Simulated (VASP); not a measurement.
An input for Ansatz (written as the equivalent of a VASP run, and not itself run):

Ansatz 0.2 input:
```yaml
crystal:
  lattice:
    - [-1.6796731, 1.6796731, 4.0372854]
    - [1.6796731, -1.6796731, 4.0372854]
    - [1.6796731, 1.6796731, -4.0372854]
  atoms:
    - { symbol: Rh, position: [0.0000000, 0.0000000, 0.0000000] }
    - { symbol: Ge, position: [0.3382807, 0.3382807, 0.0000000] }
    - { symbol: Ge, position: [0.6617193, 0.6617193, 0.0000000] }
kpoints:
  mp_grid: { grid: [12, 12, 12] }
hamiltonian:
  xc: pbesol
  pseudopotentials: { kind: paw }
scf:
  occupations: { method: methfessel_paxton, width: 0.1 }
  max_iter: 100
relax:
  max_steps: 60
  f_tol: 0.02
  cell: {}
output: { forces: true, stress: true, eigenvalues: true }
```

Task: Write the VASP files for the same calculation (PBEsol).

Result: Several could match; the one computed here: 
INCAR:
```
ALGO = Normal
EDIFF = 1E-6
EDIFFG = -0.02
ENCUT = 400
GGA = PS
IBRION = 2
ISIF = 3
ISMEAR = 1
LASPH = .TRUE.
LCHARG = .FALSE.
LMAXMIX = 4
LREAL = .FALSE.
LWAVE = .FALSE.
NELM = 100
NSW = 60
PREC = Accurate
SIGMA = 0.1
SYSTEM = Ge2Rh
```

**POSCAR**
```
Ge2Rh
1
   -1.6796731345     1.6796731345     4.0372853955
    1.6796731345    -1.6796731345     4.0372853955
    1.6796731345     1.6796731345    -4.0372853955
Rh Ge
1 2
Direct
  0.0000000000   0.0000000000   0.0000000000
  0.3382807296   0.3382807296   0.0000000000
  0.6617192704   0.6617192704   0.0000000000
```

**KPOINTS**
```
Automatic mesh
0
Gamma
  12 12 12
0 0 0
```

POTCAR, in this order: Rh_pv Ge_d (PBE.64 set). Program: vasp_std.

What does not carry over: each code has its own PAW files, so the cut-off isn't converted (ENCUT is set for VASP's; basis.ecutwfc is left out, and Ansatz then takes the one that its files recommend); Ansatz stops its SCF on the density residual and VASP on the energy change (EDIFF).

The structure was generated: Ge2Rh was put into the MoSi2 type (I4/mmm), which need not be its known phase. This run relaxes it. Symmetry was kept, so distortions that lower it aren't found. The start is the result of an earlier pass.
